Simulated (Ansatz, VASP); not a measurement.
## MoS2 in two plane-wave programs

One calculation is typed for both programs; each brings its own data sets. How far apart do they land? The structure shown comes from an earlier Ansatz run, which isn't shown and may have moved the atoms alone.

Main program and level: Ansatz 0.2.0; plane waves, with VASP 6.6.1 beside it; elastic constants at LDA.

### Step 1. The structure

The structure is hexagonal, space group P6_3/mmc (No. 194). Conventional cell: a = 3.122 Å, b = 3.122 Å, c = 12.079 Å, α = 90.00°, β = 90.00°, γ = 120.00°. Nearest to Mo lie 6 S at 2.38 Å. Nearest to S lie 3 Mo at 2.38 Å. Farther neighbours and most contacts between anions are not listed.

As a file:

```cif
data_structure
_symmetry_space_group_name_H-M 'P6_3/mmc'
_symmetry_Int_Tables_number 194
_cell_length_a 3.1221
_cell_length_b 3.1221
_cell_length_c 12.0785
_cell_angle_alpha 90.000
_cell_angle_beta 90.000
_cell_angle_gamma 120.000
_cell_volume 101.96
loop_
_atom_site_label
_atom_site_type_symbol
_atom_site_symmetry_multiplicity
_atom_site_Wyckoff_symbol
_atom_site_fract_x
_atom_site_fract_y
_atom_site_fract_z
_atom_site_occupancy
Mo1 Mo 2 c 0.33333 0.66667 0.25000 1
S1 S 4 f 0.33333 0.66667 0.62132 1
```

### Step 2. Ansatz: elastic constants, LDA

Ansatz runs on its default PAW (the set named soft_2) files.

Elastic constants are differences of stresses under small strains, so they test the stress and the mesh.

input.yaml

```yaml
crystal:
  lattice:
    - [3.1221271447, 0.0, 0.0]
    - [-1.5610635724, 2.7038414212, 0.0]
    - [0.0, 0.0, 12.0785403663]
  atoms:
    - { symbol: Mo, position: [0.3333333333, 0.6666666667, 0.25] }
    - { symbol: Mo, position: [0.6666666667, 0.3333333333, 0.75] }
    - { symbol: S, position: [0.3333333333, 0.6666666667, 0.6213169423] }
    - { symbol: S, position: [0.6666666667, 0.3333333333, 0.1213169423] }
    - { symbol: S, position: [0.3333333333, 0.6666666667, 0.8786830577] }
    - { symbol: S, position: [0.6666666667, 0.3333333333, 0.3786830577] }
kpoints:
  mp_grid: { grid: [9, 9, 2] }
hamiltonian:
  xc: lda
scf:
  occupations: { method: gaussian, width: 0.02 }
output:
  forces: true
  stress: true
  eigenvalues: true
elastic:
  mode: relaxed_ion
  stencil: two_point
```

Run with:

```sh
ansatz run input.yaml --threads 4 --pin off --max-ram 16384MiB --backend cpu --events-out ev --progress --plain --runs-dir out
```

Numbers of over 12 decimals in the logs are rounded to 6 here.

What it wrote:

```text
Engine: ansatz 0.2.0, aarch64-unknown-linux-gnu
Pseudopotentials: kind: paw
Pseudopotential: Mo, paw, valence charge 14, recommended cutoff 420 eV (normal), Mo.paw.azcp
Pseudopotential: S, paw, valence charge 6, recommended cutoff 420 eV (normal), S.paw.azcp
Functional definition: SPW92
  exchange = slater_x
  correlation = pw_c
Crystal: 6 atoms, lattice volume = 101.964 Å³
Basis set: ecut = 420 eV, 1997 PW (Γ)
Bands: 32, of which v1, the nominal top of the filled ones, is band 26 counted from 1 (25 counted from 0)
Symmetry: 24 space group operations
Space group: P63/mmc (ITA 194), of the structure as read, at distance tolerance 4.7e-5 Å
k-points: 24 of 162
Non-local potential: Mo, projectors of the file, l = 0: 3, l = 1: 2, l = 2: 2, l = 3: 1
Non-local potential: S, projectors of the file, l = 0: 2, l = 1: 2, l = 2: 2
PAW form: soft (Blöchl's): semilocal exchange-correlation on the pseudo side does not see the compensation charge
PAW frozen core: Mo, regenerated for the run's functional, and the local potential with it (the file was generated under x = pbe(κ = 0.804, μ = 0.219515), c = pbe(β = 0.066725))
PAW frozen core: S, regenerated for the run's functional, and the local potential with it (the file was generated under x = pbe(κ = 0.804, μ = 0.219515), c = pbe(β = 0.066725))
PAW one-centre angular grid: Mo, 590 points (default); XC on 64 Gauss nodes
PAW one-centre angular grid: S, 110 points (default); XC on 64 Gauss nodes
Initial density: superposition of atomic densities (neutral atoms: chi_scale 0, normalization atom), corrected by the library's trained network
Initial wavefunctions: pseudopotential atomic-orbital guess
Functional: x = slater, c = lda
SCF iter   1: F=—  HF=-13169.777479 eV  |F-HF|=—  |Δ(HF+E_count)|=         —  Δρ=7.73e-3  dr2=2.68e-2  ethr=1.77e-3  ⟨swp⟩=7.0  Hψ=3408  notcnv=0
preconditioner: auto → Resta (q_TF=auto, 2.439 Å⁻¹)  ε∞=8.8  [insulator: Δε(μ)=0.814 eV  Ē_g=7.911 eV  σ=0.020 eV  W_gap=1.00  n_scr=26 (ndim 8)  ℏωp=22.1 eV  f_vac=0.010  D(μ)=0.00/eV (n_scr^D=0)  ε∞_Penn≈8.8]
SCF iter   2: F=—  HF=-13169.778766 eV  |F-HF|=—  |Δ(HF+E_count)|=   1.29e-3  Δρ=4.40e-3  dr2=8.97e-3  ethr=5.15e-5  ⟨swp⟩=2.1  Hψ=1294  notcnv=0  defer=16
SCF iter   3: F=—  HF=-13169.778749 eV  |F-HF|=—  |Δ(HF+E_count)|=   1.70e-5  Δρ=3.54e-4  dr2=2.52e-4  ethr=1.73e-5  ⟨swp⟩=2.1  Hψ=1048  notcnv=0  defer=23
SCF iter   4: F=—  HF=-13169.778716 eV  |F-HF|=—  |Δ(HF+E_count)|=   3.34e-5  Δρ=1.36e-4  dr2=2.69e-5  ethr=4.84e-7  ⟨swp⟩=2.0  Hψ=1056  notcnv=0  defer=23
SCF iter   5: F=—  HF=-13169.778712 eV  |F-HF|=—  |Δ(HF+E_count)|=   3.98e-6  Δρ=3.32e-5  dr2=1.64e-6  ethr=5.17e-8  ⟨swp⟩=2.1  Hψ=1141  notcnv=0  defer=23
SCF iter   6: F=—  HF=-13169.778714 eV  |F-HF|=—  |Δ(HF+E_count)|=   2.30e-6  Δρ=9.32e-6  dr2=9.37e-8  ethr=3.15e-9  ⟨swp⟩=2.1  Hψ=976  notcnv=0  defer=23
SCF iter   7: F=—  HF=-13169.778714 eV  |F-HF|=—  |Δ(HF+E_count)|=   1.49e-8  Δρ=1.55e-6  dr2=2.30e-9  ethr=1.80e-10  ⟨swp⟩=2.2  Hψ=1147  notcnv=0  defer=23
SCF iter   8: F=—  HF=-13169.778714 eV  |F-HF|=—  |Δ(HF+E_count)|=   1.28e-9  Δρ=2.81e-7  dr2=8.77e-11  ethr=4.42e-12  ⟨swp⟩=2.2  Hψ=1093  notcnv=0  defer=23
SCF iter   9: F=—  HF=-13169.778714 eV  |F-HF|=—  |Δ(HF+E_count)|=  3.64e-11  Δρ=5.58e-8  dr2=4.34e-12  ethr=1.69e-13 (applied; sched 1.00e-12)  ⟨swp⟩=2.3  Hψ=1075  notcnv=0  defer=35
SCF iter  10: F=—  HF=-13169.778714 eV  |F-HF|=—  |Δ(HF+E_count)|=  1.82e-12  Δρ=9.02e-9  dr2=1.00e-13  ethr=8.34e-15 (applied; sched 1.00e-12)  ⟨swp⟩=2.5  Hψ=1179  notcnv=0  defer=35
[...]
SCF 1 converged in 11 iterations: F = -13169.778714 eV  dr2 = 4.24e-15
  greatest PAW one-centre occupation: 0.999 electrons in one spin orbital (limit 2), on the Mo atom at site 1 (counted from 0), in its partial waves of l = 0
relax step   1: F+E_penalty+E_count = -13169.77871414 eV  Δ(F+E_penalty+E_count) = +0.000e0 eV  max|allowed force component| = 1.789e-3 eV/Å  Δτ_max = 0.0000 Å  (11 SCF iters, accepted)
Initial density: handed on by an earlier stage of this run
Initial wavefunctions: pseudopotential atomic-orbital guess (no wavefunctions were taken with the density)
[...]
eigensolver tolerance schedule calibrated: the retry pair's looser diagonalisation under-reported the residual by θ = 0.69 (0.16/decade); ethr = c·dr2/N_el runs at the constant in force after the calibration composes with the one it found (an armed cap, an earlier calibration), c = 3.8e-2
[...]
SCF 33 converged in 11 iterations: F = -13169.778688 eV  dr2 = 2.04e-20
relax step   4: F+E_penalty+E_count = -13169.77868793 eV  Δ(F+E_penalty+E_count) = -8.165e-8 eV  max|allowed force component| = 2.070e-5 eV/Å  Δτ_max = 0.0003 Å  (11 SCF iters, accepted)
[...]
SCF iter   1: F=—  HF=-13169.778688 eV  |F-HF|=—  |Δ(HF+E_count)|=         —  Δρ=9.94e-11  dr2=5.47e-18  ethr=1.00e-12  ⟨swp⟩=2.9  Hψ=8057  notcnv=0
iter 2 did not close the SCF: its close was put off for the readings that it lacked (scf_convergence_deferred on its scf_iter line)
SCF iter   2: F=-13169.778688 eV  HF=-13169.778688 eV  |F-HF|=5.46e-12  |Δ(HF+E_count)|=  5.46e-12  Δρ=4.61e-11  dr2=1.18e-18  ethr=1.92e-16 (applied; sched 1.00e-12)  ⟨swp⟩=2.7  Hψ=3182  notcnv=0
iter 3 did not close the SCF: its close was put off for the readings that it lacked (scf_convergence_deferred on its scf_iter line)
SCF iter   3: F=-13169.778688 eV  HF=-13169.778688 eV  |F-HF|=5.46e-12  |Δ(HF+E_count)|=  5.46e-12  Δρ=3.15e-11  dr2=5.10e-19  ethr=1.92e-16 (applied; sched 1.00e-12)  ⟨swp⟩=1.0  Hψ=1600  notcnv=0
iter 4 did not close the SCF: its close was put off for the readings that it lacked (scf_convergence_deferred on its scf_iter line)
SCF iter   4: F=-13169.778688 eV  HF=-13169.778688 eV  |F-HF|=1.82e-12  |Δ(HF+E_count)|=    0.00e0  Δρ=1.31e-11  dr2=8.76e-20  ethr=1.92e-16 (applied; sched 1.00e-12)  ⟨swp⟩=1.0  Hψ=1600  notcnv=0
iter 5 did not close the SCF: its close was put off for the readings that it lacked (scf_convergence_deferred on its scf_iter line)
SCF iter   5: F=-13169.778688 eV  HF=-13169.778688 eV  |F-HF|=1.82e-12  |Δ(HF+E_count)|=    0.00e0  Δρ=8.06e-12  dr2=3.55e-20  ethr=1.92e-16 (applied; sched 1.00e-12)  ⟨swp⟩=1.0  Hψ=1600  notcnv=0
SCF iter   6: F=-13169.778688 eV  HF=-13169.778688 eV  |F-HF|=1.82e-12  |Δ(HF+E_count)|=    0.00e0  Δρ=6.34e-12  dr2=2.10e-20  ethr=1.00e-12  ⟨swp⟩=1.0  Hψ=3400  notcnv=0
SCF 34 converged in 6 iterations: F = -13169.778688 eV  dr2 = 2.10e-20
SCF converged after 14 iterations
Free energy (F): -13169.778714 eV
Harris-Foulkes:  -13169.778714 eV  (|F-HF|=1.82e-12)
Internal energy: -13169.778714 eV  (E = F + TS)
E sigma→0 (E₀):  -13169.778714 eV
Fermi energy:    11.952405 eV
--- Per-component energies (eV) ---
  E_band       = -283.945901
  E_kinetic    = 1319.591159
  E_local      = -3800.501460  (includes V_loc(G=0)·N_el)
  E_nonlocal   = 412.827351
  E_hartree    = 1457.074485
  E_xc         = -753.987677
  E_vxc        = -813.606417  (∫ρ·V_xc dr)
  E_paw        = -8453.777354  (= ΣΔE_a)
  E_vpaw       = -316.405551  (= ΣTr[D̂ρ^β])
  E_aug_tail   = 0.000047  (compensation charges beyond the density's cutoff)
  E_ewald      = -3352.563687
  E_core_change = 1.558423  (= ΣΔE_core)
  E_smearing   = -0.000000  (= −TS)
  E_closure    = -0.000000  (closes the sum)
  Σ components = -13169.778714   (vs F -13169.778714, Δ=0.00e0)
--- Forces (eV/Å), atoms counted from 1 ---
  atom   1  Mo    -0.00000000     0.00000000    -0.00000000
  atom   2  Mo     0.00000000    -0.00000000     0.00000000
  atom   3  S      0.00000000    -0.00000000     0.00000008
  atom   4  S     -0.00000000     0.00000000     0.00000008
  atom   5  S      0.00000000    -0.00000000    -0.00000008
  atom   6  S      0.00000000     0.00000000    -0.00000008
  max |Σ_I F_I| component: 4.63e-17 eV/Å
--- Stress (GPa, compression-positive) ---
        0.005856      -0.000000       0.000000
       -0.000000       0.005856      -0.000000
        0.000000      -0.000000       0.000876
  P = ⅓ Tr σ = 0.0042 GPa (0.042 kbar)
--- Band table (eV; the first three rows and the last of 24) ---
  k-point 0: bands = [... 22 lower, 9.3328, 10.1410, 10.3985, 11.5442, 13.6781, 13.6781, 13.7092, 13.7092, ... 2 higher]
  k-point 1: bands = [... 22 lower, 9.3047, 9.3047, 11.2543, 11.2543, 13.6824, 13.6824, 13.6824, 13.6824, ... 2 higher]
  k-point 2: bands = [... 22 lower, 9.4272, 10.1730, 10.5572, 11.1470, 13.4633, 13.4783, 13.5819, 13.6249, ... 2 higher]
  k-point 23: bands = [... 22 lower, 8.5491, 8.5491, 10.7326, 10.7326, 12.6214, 12.6214, 13.7017, 13.7017, ... 2 higher]
--- Elastic constants: 3 strain directions × 2 members + reference (group order 24) ---
  dense FFT box of the reference and of every strained cell: 24×24×81
  strains applied: 11, 33, 23; error gains: componentwise 1.00 (the most a stress slope's error grows in a printed constant), spectral 1.41 (1 for all six strains in a standard setting)
  reference relaxed by the batch: 3 steps; max|allowed force component| 1.79e-3 eV/Å at the deck's positions, 7.54e-8 at the last accepted step, 7.53e-8 by the solve of record
  largest displacement 8.9e-5 Å; the constants are those of the deck's cell at these positions:
  atoms:
    - { symbol: Mo, position: [0.333333, 0.666667, 0.250000] }
    - { symbol: Mo, position: [0.666667, 0.333333, 0.75] }
    - { symbol: S, position: [0.333333, 0.666667, 0.621324] }
    - { symbol: S, position: [0.666667, 0.333333, 0.121324] }
    - { symbol: S, position: [0.333333, 0.666667, 0.878676] }
    - { symbol: S, position: [0.666667, 0.333333, 0.378676] }
  C = ∂σ_k/∂η_j (tension-positive GPa; Voigt order 11 22 33 23 13 12):
       242.920     59.159     11.345      0.000     -0.000      0.000
        59.159    242.920     11.345     -0.000     -0.000     -0.000
        11.342     11.342     52.679     -0.000     -0.000     -0.000
        -0.000      0.000      0.000     20.316     -0.000     -0.000
        -0.000      0.000     -0.000     -0.000     20.316      0.000
         0.000      0.000      0.000     -0.000      0.000     91.881
  reference stress σ⁰ (GPa):     -0.006     -0.006     -0.001      0.000     -0.000      0.000
  C* (energy form; C + prestress term) asymmetry max|C*_kj − C*_jk| = 2.585e-3 GPa — a small one proves nothing (zero by symmetry where the batch's group is 432, −43m or m−3m); a large one is finite-difference/SCF noise where every solve meets its electron count
  moduli (Voigt/Reuss/Hill, GPa): K = 78.02/43.24/60.63   G = 56.95/33.31/45.13   E = 108.47   ν = 0.202
  mechanically stable: yes (min eigenvalue of sym C = 20.32 GPa)
  strain η (Voigt 11):  stress-route row diagonal C_11 = 242.92 GPa, energy-path curvature d²(F+E_count+ΔE)/dδ²/Ω₀ = 242.91 GPa
         δ    σ_11 (GPa)             F (eV)   n_scf  n_hpsi   n_pw
    -2.000e-3      -0.4956      -13169.7783959       6   20276   2006   relax 6 steps, max|allowed force component| 9.72e-6 eV/Å
     2.000e-3       0.4761      -13169.7784141       6   20213   2014   relax 4 steps, max|allowed force component| 4.10e-7 eV/Å
  strain η (Voigt 33):  stress-route row diagonal C_33 = 52.68 GPa, energy-path curvature d²(F+E_count+ΔE)/dδ²/Ω₀ = 52.68 GPa
         δ    σ_33 (GPa)             F (eV)   n_scf  n_hpsi   n_pw
    -2.000e-3      -0.1086      -13169.7786477       6    9698   2003   relax 3 steps, max|allowed force component| 1.11e-6 eV/Å
     2.000e-3       0.1021      -13169.7786482       6    9676   2018   relax 3 steps, max|allowed force component| 1.50e-6 eV/Å
  strain η (Voigt 23):  stress-route row diagonal C_44 = 20.32 GPa, energy-path curvature d²(F+E_count+ΔE)/dδ²/Ω₀ = 20.32 GPa
         δ    σ_23 (GPa)             F (eV)   n_scf  n_hpsi   n_pw
    -2.000e-3      -0.0406      -13169.7786879       6   20378   2010   relax 4 steps, max|allowed force component| 4.22e-5 eV/Å
     2.000e-3       0.0406      -13169.7786879       6   20275   2010   relax 4 steps, max|allowed force component| 2.07e-5 eV/Å
```

In the SCF lines HF is the Harris–Foulkes energy and dr2 the Hartree energy of the density residual, in eV; the loop may stop once dr2 is under the threshold and the program's other checks hold. Hψ counts applications of the Hamiltonian.

(Part 1 of 2 ends here.)

[Lines on the potential files, build, host, timing and source positions are cut from VASP's logs without a mark.]

[Logs are printed without paths, hosts, clocks, repeated set-up lines and the standing remarks that a program may print on its own settings, such as how far it seeks lower states.]

[Hosts, paths, dates, database ids (printed as entryN), source tags and the programs' standing remarks are cut or masked in the printed files.]
